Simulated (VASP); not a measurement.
Consider the following.

```
CELL_PARAMETERS angstrom
      7.14656     0.00000     0.00000
      0.00000     7.14656     0.00000
      0.00000     0.00000     7.14656
ATOMIC_POSITIONS crystal
  C  0.50000 0.00000 0.00000
  C  0.62906 0.12586 0.12155
  C  0.75000 0.25000 0.00000
  C  0.87500 0.37500 0.12500
  C  0.75000 0.00000 0.25000
  C  0.87500 0.12500 0.37500
  C  0.00000 0.00000 0.00000
  C  0.12210 0.12187 0.12750
  C  0.24626 0.25249 0.99905
  C  0.37343 0.37269 0.12518
  C  0.50684 0.50043 0.00253
  C  0.62347 0.61962 0.12790
  C  0.75000 0.75000 0.00000
  C  0.87500 0.87500 0.12500
  C  0.24570 0.99951 0.24567
  C  0.36906 0.11844 0.37013
  C  0.49660 0.24396 0.25599
  C  0.62565 0.38155 0.38057
  C  0.74847 0.49830 0.25212
  C  0.87500 0.62500 0.37500
  C  0.49528 0.00077 0.49477
  C  0.63125 0.13176 0.62222
  C  0.75378 0.24736 0.50670
  C  0.87500 0.37500 0.62500
  C  0.75000 0.00000 0.75000
  C  0.87500 0.12500 0.87500
  C  0.00000 0.50000 0.00000
  C  0.12526 0.62567 0.12309
  C  0.25000 0.75000 0.00000
  C  0.37500 0.87500 0.12500
  C  0.99898 0.25365 0.25307
  C  0.12665 0.37171 0.37745
  C  0.24564 0.50314 0.25165
  C  0.37648 0.62767 0.37557
  C  0.50118 0.75146 0.24729
  C  0.62500 0.87500 0.37500
  C  0.00000 0.00000 0.50000
  C  0.12610 0.11894 0.62960
  C  0.25557 0.24888 0.50073
  C  0.37670 0.38157 0.62732
  C  0.49926 0.49614 0.50541
  C  0.62166 0.61926 0.62744
  C  0.75000 0.75000 0.50000
  C  0.87500 0.87500 0.62500
  C  0.25000 0.00000 0.75000
  C  0.37500 0.12500 0.87500
  C  0.50258 0.24412 0.75009
  C  0.62500 0.37500 0.87500
  C  0.75000 0.50000 0.75000
  C  0.87500 0.62500 0.87500
  C  0.00000 0.75000 0.25000
  C  0.12500 0.87500 0.37500
  C  0.00531 0.49945 0.49525
  C  0.12480 0.61929 0.62473
  C  0.25258 0.75557 0.49758
  C  0.37500 0.87500 0.62500
  C  0.00000 0.25000 0.75000
  C  0.12500 0.37500 0.87500
  C  0.25630 0.49562 0.75639
  C  0.37500 0.62500 0.87500
  C  0.50000 0.75000 0.75000
  C  0.62500 0.87500 0.87500
  C  0.00000 0.75000 0.75000
  C  0.12500 0.87500 0.87500
  Li 0.37672 0.37889 0.37561
```
Cell charge -1.

All values below come from PBE GGA, VASP's PBE PAW potentials (set 64) (plane waves; VASP 6.6.1). Numerical set-up: PREC = Normal, LREAL = Auto, ISYM = 0, NELECT = 258.0, EDIFF = 1E-5, 400 eV cut-off, 1×1×1 Γ-centred mesh, Gaussian smearing of 0.050 eV, potentials C Li.

At this cut-off the stress carries a Pulay error, which pulls relaxed volumes low. The cell is charged, with a uniform compensating background. The supercell is sampled at Γ alone, which is coarse: total energies, pressure and levels can be off, energies of defects by several tenths of an eV.

Q: The ions are relaxed. What does this cell relax into?

A: 
```
CELL_PARAMETERS angstrom
      7.14656     0.00000     0.00000
      0.00000     7.14656     0.00000
      0.00000     0.00000     7.14656
ATOMIC_POSITIONS crystal
  C  0.50166 0.99640 0.99877
  C  0.63242 0.11751 0.12216
  C  0.75348 0.24833 0.99878
  C  0.87680 0.37490 0.12504
  C  0.75268 0.99728 0.24976
  C  0.87626 0.12525 0.37490
  C  0.00140 0.00035 0.00204
  C  0.12740 0.12640 0.12681
  C  0.25664 0.24603 0.99788
  C  0.39941 0.35041 0.10133
  C  0.50383 0.49325 0.99791
  C  0.62353 0.62250 0.12682
  C  0.74961 0.74856 0.00206
  C  0.87381 0.87617 0.12646
  C  0.25011 0.99973 0.25044
  C  0.37579 0.11899 0.37454
  C  0.51148 0.23838 0.23563
  C  0.63090 0.37409 0.37447
  C  0.75021 0.49981 0.25041
  C  0.87336 0.62647 0.37652
  C  0.50005 0.99834 0.50097
  C  0.62567 0.12428 0.62460
  C  0.75160 0.24990 0.50092
  C  0.87405 0.37528 0.62816
  C  0.75083 0.99911 0.75056
  C  0.87768 0.12439 0.87531
  C  0.00101 0.49963 0.00154
  C  0.11903 0.63091 0.12789
  C  0.25033 0.74891 0.00157
  C  0.37508 0.87311 0.12509
  C  0.00039 0.25219 0.25004
  C  0.11490 0.38496 0.37862
  C  0.21743 0.53248 0.27208
  C  0.36498 0.63497 0.37863
  C  0.49776 0.74950 0.25009
  C  0.62471 0.87369 0.37494
  C  0.99977 0.00113 0.50080
  C  0.12519 0.12409 0.62674
  C  0.24829 0.24671 0.50470
  C  0.37563 0.37422 0.62828
  C  0.50315 0.50158 0.50466
  C  0.62578 0.62469 0.62669
  C  0.74878 0.75018 0.50081
  C  0.87497 0.87497 0.62582
  C  0.25120 0.99817 0.75029
  C  0.37562 0.12109 0.87325
  C  0.50161 0.24828 0.75056
  C  0.62876 0.37431 0.87326
  C  0.75167 0.49874 0.75026
  C  0.87541 0.62356 0.87665
  C  0.99597 0.75397 0.25027
  C  0.12349 0.87653 0.37652
  C  0.99585 0.50140 0.50497
  C  0.12423 0.62570 0.62819
  C  0.24857 0.75403 0.50499
  C  0.37467 0.87582 0.62821
  C  0.00137 0.25061 0.75176
  C  0.12733 0.37507 0.87761
  C  0.25009 0.49977 0.75336
  C  0.37483 0.62252 0.87763
  C  0.49933 0.74847 0.75179
  C  0.62558 0.87220 0.87531
  C  0.99993 0.75004 0.75269
  C  0.12641 0.87452 0.87669
  Li 0.36899 0.38085 0.34367
```
Cell charge -1.

Q: How much energy does the relaxation gain?

A: The energy (σ→0) changes by -52.8 meV/atom, in 32 ionic steps.

```
step  E(σ→0) (eV)  max force (eV/Å)  pressure (GPa)  volume (Å³)
----  -----------  ----------------  --------------  -----------
1       -553.7197             5.857           14.41       365.00
2       -549.1414            16.632           20.00       365.00
3       -555.8330             1.825           13.68       365.00
4       -556.1465             2.009           14.29       365.00
5       -556.2947             1.264           13.86       365.00
6       -556.4333             1.601           14.19       365.00
7       -556.4816             1.084           14.01       365.00
8       -556.6009             1.011           14.40       365.00
9       -556.6034             0.875           14.33       365.00
10      -556.7346             0.881           14.57       365.00
11      -556.7418             0.885           14.65       365.00
12      -556.8494             0.867           14.70       365.00
13      -556.8588             1.006           14.73       365.00
14      -556.9237             0.793           14.64       365.00
15      -556.9304             0.731           14.62       365.00
16      -556.9848             0.555           14.50       365.00
17      -556.9963             0.866           14.43       365.00
18      -557.0381             0.609           14.38       365.00
19      -557.0571             0.534           14.36       365.00
20      -557.0910             0.452           14.34       365.00
21      -557.1065             0.378           14.33       365.00
22      -557.1267             0.207           14.30       365.00
23      -557.1321             0.342           14.29       365.00
24      -557.1424             0.164           14.29       365.00
25      -557.1432             0.211           14.29       365.00
```

The cell is a supercell with a defect, built from C (diamond): Li_i, charge -1. The run is not spin-polarised, so no state with unpaired spins was tried.
